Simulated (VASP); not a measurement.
Given:

```xyz
2
Lattice="0.0000 2.8450 2.8450 2.8450 0.0000 2.8450 2.8450 2.8450 0.0000" Properties=species:S:1:pos:R:3 pbc="T T T"
Ca     0.0000     0.0000     0.0000
S      2.8450     2.8450     2.8450
```

The numbers are results of G0W0 on PBE orbitals, VASP's PBE PAW potentials (set 64) (plane waves; VASP 6.6.1), not measurements. Run with PREC = Normal, 500 eV cut-off, 4×4×4 Γ-centred mesh, Gaussian smearing of 0.010 eV, potentials Ca_sv_GW S_GW.

The mesh is coarse and the basis finite, so the quasiparticle values are not converged.

NBANDS = 64, ENCUTGW = 150 eV, NOMEGA = 64. The PBE levels (eV) that the step starts from are:

| state | KS energy | filling |
|---|---|---|
| k1 (0.00, 0.00, 0.00), band 5 | -7.19 | 2 |
| k1 (0.00, 0.00, 0.00), band 6 | 4.14 | 2 |
| k1 (0.00, 0.00, 0.00), band 7 | 4.14 | 2 |
| k1 (0.00, 0.00, 0.00), band 8 | 4.14 | 2 |
| k1 (0.00, 0.00, 0.00), band 9 | 8.29 | 0 |
| k1 (0.00, 0.00, 0.00), band 10 | 8.29 | 0 |
| k1 (0.00, 0.00, 0.00), band 11 | 8.29 | 0 |
| k1 (0.00, 0.00, 0.00), band 12 | 8.31 | 0 |
| k7 (0.50, 0.50, 0.00), band 5 | -6.57 | 2 |
| k7 (0.50, 0.50, 0.00), band 6 | 1.85 | 2 |
| k7 (0.50, 0.50, 0.00), band 7 | 3.33 | 2 |
| k7 (0.50, 0.50, 0.00), band 8 | 3.33 | 2 |
| k7 (0.50, 0.50, 0.00), band 9 | 6.49 | 0 |
| k7 (0.50, 0.50, 0.00), band 10 | 9.73 | 0 |
| k7 (0.50, 0.50, 0.00), band 11 | 10.17 | 0 |
| k7 (0.50, 0.50, 0.00), band 12 | 10.91 | 0 |
| k8 (-0.25, 0.50, 0.25), band 5 | -6.45 | 2 |
| k8 (-0.25, 0.50, 0.25), band 6 | 2.35 | 2 |
| k8 (-0.25, 0.50, 0.25), band 7 | 2.35 | 2 |
| k8 (-0.25, 0.50, 0.25), band 8 | 2.59 | 2 |
| k8 (-0.25, 0.50, 0.25), band 9 | 8.96 | 0 |
| k8 (-0.25, 0.50, 0.25), band 10 | 8.96 | 0 |
| k8 (-0.25, 0.50, 0.25), band 11 | 10.13 | 0 |
| k8 (-0.25, 0.50, 0.25), band 12 | 10.56 | 0 |

Task: Give the quasiparticle energies and renormalisation factors Z.

Result: 
```
state                            QP energy (eV)     Z
-------------------------------  --------------  ----
k1 (0.00, 0.00, 0.00), band 5             -7.85  0.67
k1 (0.00, 0.00, 0.00), band 6              3.46  0.76
k1 (0.00, 0.00, 0.00), band 7              3.46  0.76
k1 (0.00, 0.00, 0.00), band 8              3.46  0.76
k1 (0.00, 0.00, 0.00), band 9              9.86  0.77
k1 (0.00, 0.00, 0.00), band 10             9.86  0.77
k1 (0.00, 0.00, 0.00), band 11             9.86  0.77
k1 (0.00, 0.00, 0.00), band 12             8.84  0.79
k7 (0.50, 0.50, 0.00), band 5             -7.16  0.67
k7 (0.50, 0.50, 0.00), band 6              0.89  0.74
k7 (0.50, 0.50, 0.00), band 7              2.53  0.75
k7 (0.50, 0.50, 0.00), band 8              2.53  0.75
k7 (0.50, 0.50, 0.00), band 9              7.52  0.79
k7 (0.50, 0.50, 0.00), band 10            11.92  0.76
k7 (0.50, 0.50, 0.00), band 11            10.91  0.79
k7 (0.50, 0.50, 0.00), band 12            13.27  0.74
k8 (-0.25, 0.50, 0.25), band 5            -7.06  0.69
k8 (-0.25, 0.50, 0.25), band 6             1.47  0.75
k8 (-0.25, 0.50, 0.25), band 7             1.47  0.75
k8 (-0.25, 0.50, 0.25), band 8             1.81  0.75
k8 (-0.25, 0.50, 0.25), band 9            10.46  0.77
k8 (-0.25, 0.50, 0.25), band 10           10.46  0.77
k8 (-0.25, 0.50, 0.25), band 11           11.80  0.77
k8 (-0.25, 0.50, 0.25), band 12           12.88  0.75
```
On the mesh the gap opens from 2.35 to 4.06 eV.

The compound is CaS in the rock salt structure. The cell was not relaxed at this level. The k-mesh is coarse (spacing up to 0.48 per Å, 2π included), so the numbers may not be converged in it.
